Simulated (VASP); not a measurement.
An input for Quantum ESPRESSO's pw.x (written as the equivalent of a VASP run, and not itself run):

```
&CONTROL
  calculation = 'scf'
  pseudo_dir = './pseudo'
  outdir = './out'
  tprnfor = .true.
  tstress = .true.
/
&SYSTEM
  ibrav = 0
  nat = 8
  ntyp = 3
  ecutwfc = 102
  occupations = 'tetrahedra'
  input_dft = 'pbesol'
/
&ELECTRONS
  conv_thr = 7.3e-09
  electron_maxstep = 100
/
ATOMIC_SPECIES
  Cd 112.414 Cd.upf
  Te 127.600 Te.upf
  Be 9.012 Be.upf
CELL_PARAMETERS angstrom
     5.8461533    0.0000000    0.0000000
     0.0000000    5.8461533    0.0000000
     0.0000000    0.0000000    5.8461533
ATOMIC_POSITIONS crystal
  Cd   0.0000000  0.0000000  0.0000000
  Te   0.2686707  0.2686707  0.2686707
  Te   0.7313293  0.7313293  0.2686707
  Te   0.7313293  0.2686707  0.7313293
  Te   0.2686707  0.7313293  0.7313293
  Be   0.5000000  0.5000000  0.0000000
  Be   0.5000000  0.0000000  0.5000000
  Be   0.0000000  0.5000000  0.5000000
K_POINTS automatic
  4 4 4 0 0 0
```

### Question
Translate this input to VASP (INCAR, KPOINTS, POSCAR, choice of POTCAR).

### Answer
Several could match; the one computed here: 
File POSCAR:
```
Be3CdTe4
5.8461530
  1.0000000566   0.0000000000   0.0000000000
  0.0000000000   1.0000000566   0.0000000000
  0.0000000000   0.0000000000   1.0000000566
Cd Te Be
1 4 3
direct
  0.0000000000   0.0000000000   0.0000000000
  0.2686707111   0.2686707111   0.2686707111
  0.7313292889   0.7313292889   0.2686707111
  0.7313292889   0.2686707111   0.7313292889
  0.2686707111   0.7313292889   0.7313292889
  0.5000000000   0.5000000000   0.0000000000
  0.5000000000   0.0000000000   0.5000000000
  0.0000000000   0.5000000000   0.5000000000
```

### INCAR
```
SYSTEM  =  Be3CdTe4
PREC  =  Accurate; ENCUT  =  400; LREAL  =  .False.
LASPH  =  .True.
EDIFF  =  1E-7; NELM  =  100; ALGO  =  Normal
LMAXMIX  =  4
ISMEAR  =  -5
GGA  =  PS
ISIF  =  2
LWAVE  =  .False.; LCHARG  =  .True.; LORBIT  =  11
NEDOS  =  601
LEFG  =  .True.
```

KPOINTS:
```
Automatic mesh
0
Gamma
4 4 4
0 0 0
```

POTCAR, in this order: Cd Te Be (PBE.64 set). Program: vasp_std.

Limits of the translation: the potentials are each code's own (VASP's PAW set, PseudoDojo norm-conserving files in pw.x), so ENCUT and ecutwfc are chosen apart and not converted; conv_thr bounds pw.x's estimated SCF error, while EDIFF bounds the energy change between steps; the field gradients of LEFG aren't asked of the other code.

The structure was generated: Be3CdTe4 was put into an ordered model structure (P-43m), which need not be its known phase. It was relaxed first.
